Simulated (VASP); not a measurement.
Energy against volume of TiAl (L1_0). Calculation: PBEsol GGA, VASP's PBE PAW potentials (set 64) (plane waves; VASP). Numerical set-up: 520 eV cut-off, 13×13×9 Γ-centred mesh, first-order Methfessel-Paxton smearing of 0.10 eV, potentials Ti_sv Al.

Shape and ions are relaxed at each volume.

```json
[
 {"V (Å³/atom)": "15.309", "E (eV/atom)": "-6.61774"},
 {"V (Å³/atom)": "15.783", "E (eV/atom)": "-6.62346"},
 {"V (Å³/atom)": "16.256", "E (eV/atom)": "-6.61847"},
 {"V (Å³/atom)": "16.730", "E (eV/atom)": "-6.60423"}
]
```

**Question.** Fit these four points and predict the energy of the run at 14.836 Å³/atom.

**Answer.** A cubic in V^(−2/3), the third-order Birch-Murnaghan form, passes through the four points with V0 = 15.79 Å³/atom and B0 = 120 GPa, and gives -6.5996 eV/atom there. The run gave -6.5997 eV/atom, -0.1 meV/atom from the fit; all five points give B0 = 120 GPa.

The compound is TiAl in the L1_0 structure. It was relaxed first.
